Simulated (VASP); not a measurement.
Given:

```yaml
crystal:
  lattice:
    - [4.20407, 0.00000, 0.00000]
    - [0.00000, 4.20407, 0.00000]
    - [0.00000, 0.00000, 4.20407]
  atoms:
    - { symbol: Ba, position: [0.00000, 0.00000, 0.00000] }
    - { symbol: Zr, position: [0.50000, 0.50000, 0.50000] }
    - { symbol: O, position: [0.50000, 0.00000, 0.50000] }
    - { symbol: O, position: [0.00000, 0.50000, 0.50000] }
    - { symbol: O, position: [0.50000, 0.50000, 0.00000] }
```

Calculation: r2SCAN+rVV10, VASP's PBE PAW potentials (set 64) (plane waves; VASP). Run with 520 eV cut-off, 6×6×6 Γ-centred mesh, tetrahedra with Blöchl corrections, potentials Ba_sv Zr_sv O.

Unless said otherwise, spin-orbit coupling is left out, though it shifts the bands of the heavy elements here.

### Question
Estimate the energy per atom (σ→0), band gap (over mesh and band path) with the smallest direct gap where there is one.

### Answer

| Quantity | Value |
|---|---|
| band gap (over mesh and band path) | 3.67 eV |
| smallest direct gap (over mesh and band path) | 3.92 eV |
| energy per atom (σ→0) | -16.839 eV/atom |

Only differences to runs with the same potentials and settings are physical.

The compound is BaZrO3 in the cubic perovskite structure. It was relaxed first.
